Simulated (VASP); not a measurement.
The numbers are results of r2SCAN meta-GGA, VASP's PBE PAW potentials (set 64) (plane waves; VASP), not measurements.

Input for VASP

**POSCAR**
```
Y2CdSe4
1.0
  0.0000000000   5.8644753803   5.8644753803
  5.8644753803   0.0000000000   5.8644753803
  5.8644753803   5.8644753803   0.0000000000
Y Cd Se
4 2 8
Direct
  0.6250000000   0.1250000000   0.1250000000
  0.1250000000   0.1250000000   0.6250000000
  0.1250000000   0.6250000000   0.1250000000
  0.1250000000   0.1250000000   0.1250000000
  0.7500000000   0.7500000000   0.7500000000
  0.5000000000   0.5000000000   0.5000000000
  0.3557798040   0.8814067320   0.8814067320
  0.3685932680   0.3685932680   0.8942201960
  0.8814067320   0.3557798040   0.8814067320
  0.3685932680   0.3685932680   0.3685932680
  0.8814067320   0.8814067320   0.8814067320
  0.3685932680   0.8942201960   0.3685932680
  0.8814067320   0.8814067320   0.3557798040
  0.8942201960   0.3685932680   0.3685932680
```

### INCAR
```
ALGO = Normal
EDIFF = 1E-6
EDIFFG = -0.02
ENCUT = 400
IBRION = 2
ISIF = 3
ISMEAR = 0
LASPH = T
LCHARG = F
LMAXMIX = 4
LMIXTAU = T
LREAL = Auto
LWAVE = F
METAGGA = R2SCAN
NELM = 100
NSW = 60
PREC = Accurate
SIGMA = 0.05
SYSTEM = Y2CdSe4
```

**KPOINTS**
```
K-points
0
Gamma
3 3 3
0 0 0
```

POTCAR, in this order: Y_sv Cd Se (PBE.64 set). Program: vasp_std.

What VASP printed:

**OUTCAR**
```
 ion  position               nearest neighbor table
   1  0.625  0.125  0.125-  10 2.86  11 2.86   8 2.86   9 2.86  12 2.86  13 2.86   4 4.15   2 4.15
                             3 4.15   2 4.15   3 4.15   4 4.15
   2  0.125  0.125  0.625-  10 2.86  11 2.86   7 2.86   9 2.86  12 2.86  14 2.86   4 4.15   1 4.15
                             3 4.15   4 4.15   3 4.15   1 4.15
   3  0.125  0.625  0.125-  10 2.86  11 2.86   7 2.86   8 2.86  13 2.86  14 2.86   4 4.15   2 4.15
                             1 4.15   2 4.15   4 4.15   1 4.15
   4  0.125  0.125  0.125-   8 2.86  13 2.86   9 2.86  12 2.86   7 2.86  14 2.86   1 4.15   2 4.15
                             3 4.15   2 4.15   3 4.15   1 4.15
   5  0.750  0.750  0.750-   7 2.67   9 2.67  13 2.67  11 2.67
   6  0.500  0.500  0.500-   8 2.67  12 2.67  14 2.67  10 2.67
   7  0.356  0.881  0.881-   5 2.67   4 2.86   2 2.86   3 2.86
   8  0.369  0.369  0.894-   6 2.67   4 2.86   1 2.86   3 2.86
   9  0.881  0.356  0.881-   5 2.67   4 2.86   1 2.86   2 2.86
  10  0.369  0.369  0.369-   6 2.67   2 2.86   3 2.86   1 2.86
  11  0.881  0.881  0.881-   5 2.67   2 2.86   3 2.86   1 2.86
  12  0.369  0.894  0.369-   6 2.67   4 2.86   1 2.86   2 2.86
  13  0.881  0.881  0.356-   5 2.67   4 2.86   1 2.86   3 2.86
  14  0.894  0.369  0.369-   6 2.67   4 2.86   2 2.86   3 2.86
  LATTYP: Found a face centered cubic cell.
 ALAT       =    11.7289507606
 Subroutine PRICEL returns:
 Original cell was already a primitive cell.
 Subroutine GETGRP returns: Found 48 space group operations
The static configuration has the point symmetry T_d .
 The point group associated with its full space group is O_h .
The dynamic configuration has the point symmetry T_d .
 Subroutine INISYM returns: Found 48 space group operations
 Subroutine IBZKPT returns following result:
 Found      4 irreducible k-points:

 Following reciprocal coordinates:
            Coordinates               Weight
  0.000000  0.000000  0.000000      1.000000
  0.333333  0.000000  0.000000      8.000000
  0.333333  0.333333  0.000000      6.000000
 -0.333333  0.333333  0.000000     12.000000
   k-points           NKPTS =      4   k-points in BZ     NKDIM =      4   number of bands    NBANDS=     69
   number of dos      NEDOS =    301   number of ions     NIONS =     14
   total plane-waves  NPLWV = 157464
...
```

OSZICAR:
```
       N       E                     dE             d eps       ncg     rms          rms(c)
DAV:   1     0.541998554845E+03    0.54200E+03   -0.47636E+04   560   0.129E+03
DAV:   2    -0.214267585503E+03   -0.75627E+03   -0.73234E+03   636   0.341E+02
DAV:   3    -0.286814470648E+03   -0.72547E+02   -0.72060E+02   704   0.873E+01
DAV:   4    -0.293153411816E+03   -0.63389E+01   -0.63168E+01  1000   0.192E+01
DAV:   5    -0.293364676158E+03   -0.21126E+00   -0.21120E+00   736   0.310E+00    0.582E+01
DAV:   6    -0.272084853210E+03    0.21280E+02   -0.24379E+01   744   0.261E+01    0.401E+01
DAV:   7    -0.253055180087E+03    0.19030E+02   -0.87538E+00   632   0.135E+01    0.961E+00
DAV:   8    -0.262088130899E+03   -0.90330E+01   -0.90377E+00   603   0.110E+01    0.138E+01
DAV:   9    -0.264154235063E+03   -0.20661E+01   -0.57555E-01   720   0.274E+00    0.146E+01
DAV:  10    -0.260740188363E+03    0.34140E+01   -0.40472E-01   592   0.344E+00    0.895E+00
DAV:  11    -0.260766817581E+03   -0.26629E-01   -0.19761E+00   585   0.700E+00    0.133E+01
DAV:  12    -0.260854856743E+03   -0.88039E-01   -0.24714E-01   640   0.184E+00    0.657E+00
DAV:  13    -0.260881061768E+03   -0.26205E-01   -0.44013E-02   760   0.636E-01    0.592E+00
DAV:  14    -0.260877261752E+03    0.38000E-02   -0.24223E-02   704   0.514E-01    0.487E+00
DAV:  15    -0.260862540573E+03    0.14721E-01   -0.59256E-02   664   0.629E-01    0.947E-01
DAV:  16    -0.260869546606E+03   -0.70060E-02   -0.11535E-02   816   0.399E-01    0.406E-01
DAV:  17    -0.260869620111E+03   -0.73505E-04   -0.54034E-04   736   0.630E-02    0.337E-01
DAV:  18    -0.260869680686E+03   -0.60575E-04   -0.30570E-05   720   0.181E-02    0.375E-01
DAV:  19    -0.260869663725E+03    0.16961E-04   -0.75026E-04   608   0.113E-01    0.121E+00
DAV:  20    -0.260869897272E+03   -0.23355E-03   -0.80778E-04   592   0.143E-01    0.192E+00
DAV:  21    -0.260870224518E+03   -0.32725E-03   -0.76505E-04   760   0.126E-01    0.119E+00
DAV:  22    -0.260870175469E+03    0.49049E-04   -0.26677E-04   664   0.742E-02    0.937E-01
DAV:  23    -0.260870029808E+03    0.14566E-03   -0.32730E-04   704   0.682E-02    0.533E-01
DAV:  24    -0.260870063875E+03   -0.34068E-04   -0.18518E-04   840   0.569E-02    0.250E-01
DAV:  25    -0.260870073361E+03   -0.94855E-05   -0.16742E-05   736   0.169E-02    0.242E-01
DAV:  26    -0.260870056494E+03    0.16867E-04   -0.13302E-05   560   0.116E-02    0.213E-01
DAV:  27    -0.260870045444E+03    0.11050E-04   -0.85934E-05   616   0.297E-02    0.594E-02
DAV:  28    -0.260870049787E+03   -0.43432E-05   -0.14628E-05   816   0.122E-02    0.366E-02
DAV:  29    -0.260870049647E+03    0.14015E-06   -0.53397E-07   360   0.350E-03
   1 F= -.26087005E+03 E0= -.26087005E+03  d E =-.260870E+03
```

**OUTCAR**
```
------------------------ aborting loop because EDIFF is reached ----------------------------------------
  FORCE on cell =-STRESS in cart. coord.  units (eV):
  Direction    XX          YY          ZZ          XY          YZ          ZX
  --------------------------------------------------------------------------------------
  Total       -0.0006242     -0.0006242     -0.0006242      0.0000000      0.0000000     -0.0000000
  in kB       -0.0024794     -0.0024794     -0.0024794      0.0000000      0.0000000     -0.0000000
  external PRESSURE =      -0.0024794 kB  Pullay stress =       0.0000000 kB
  volume of cell :      403.38
      direct lattice vectors                 reciprocal lattice vectors
     0.000000000  5.864475380  5.864475380    -0.085259118  0.085259118  0.085259118
     5.864475380  0.000000000  5.864475380     0.085259118 -0.085259118  0.085259118
     5.864475380  5.864475380  0.000000000     0.085259118  0.085259118 -0.085259118
 POSITION                                       TOTAL-FORCE (eV/Angst)
 -----------------------------------------------------------------------------------
      1.46612      4.39836      4.39836         0.000000      0.000000      0.000000
      4.39836      4.39836      1.46612         0.000000      0.000000      0.000000
      4.39836      1.46612      4.39836         0.000000      0.000000      0.000000
      1.46612      1.46612      1.46612         0.000000      0.000000      0.000000
      8.79671      8.79671      8.79671         0.000000      0.000000      0.000000
      5.86448      5.86448      5.86448         0.000000      0.000000      0.000000
     10.33798      7.25545      7.25545         0.009222     -0.009222     -0.009222
      7.40574      7.40574      4.32321         0.009222      0.009222     -0.009222
      7.25545     10.33798      7.25545        -0.009222      0.009222     -0.009222
      4.32321      4.32321      4.32321        -0.009222     -0.009222     -0.009222
     10.33798     10.33798     10.33798         0.009222      0.009222      0.009222
      7.40574      4.32321      7.40574         0.009222     -0.009222      0.009222
      7.25545      7.25545     10.33798        -0.009222     -0.009222      0.009222
      4.32321      7.40574      7.40574        -0.009222      0.009222      0.009222
 -----------------------------------------------------------------------------------
    total drift:                                0.000000      0.000000      0.000000
  FREE ENERGIE OF THE ION-ELECTRON SYSTEM (eV)
  ---------------------------------------------------
  free  energy   TOTEN  =      -260.8700496471 eV

  energy  without entropy=     -260.8700496471  energy(sigma->0) =     -260.87004965

 reached required accuracy - stopping structural energy minimisation
```
(Selected blocks of OUTCAR.)

The structure comes from a computed database's Y2CdSe4 entry (Fd-3m); how it stands against other phases isn't given here. It was relaxed first. The start is the result of an earlier pass.
